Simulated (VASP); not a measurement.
Hf:

```
Hf
1.0
     3.19670    0.00000    0.00000
    -1.59835    2.76842    0.00000
     0.00000    0.00000    5.05780
Hf
2
Direct
  0.33333 0.66667 0.25000
  0.66667 0.33333 0.75000
```

- Program: VASP 6.6.1
- Task: relaxation of cell and atoms
- Functional: PBEsol
- Potentials or basis: VASP PAW PBE potentials, release 64 (Hf_pv)
- Cutoff: 520 eV
- k mesh: 15 × 15 × 8
- Occupations: gaussian, width 0.1 eV
- Spin: no spin polarisation

At the start: pressure -4.1 GPa; volume 22.38 Å³/atom.

Task: How do energy, volume and symmetry change on relaxing?

Result: Over 8 steps the energy falls by 11.2 meV/atom and the volume is 21.54 Å³/atom (-3.8 %); space group P6_3/mmc (No. 194, to 0.05 Å).

The path:
```csv
step,energy change (eV),largest force (eV/Å),pressure (GPa),volume (Å³)
1,0.0000,0.0000,-4.14,44.76
2,0.0117,0.0000,5.79,41.12
3,-0.0224,0.0000,-0.03,43.09
4,-0.0224,0.0000,0.05,43.06
5,-0.0224,0.0000,-0.05,43.10
6,-0.0224,0.0000,-0.03,43.08
7,-0.0224,0.0000,-0.02,43.08
8,-0.0224,0.0000,0.00,43.07
```

Final structure:
```
Hf
1.0
     3.15786    0.00000    0.00000
    -1.57893    2.73478    0.00000
     0.00000    0.00000    4.98772
Hf
2
Direct
  0.33333 0.66667 0.25000
  0.66667 0.33333 0.75000
```

Caveat: the PAW data sets were made with another functional, which shifts forces and pressure a little.
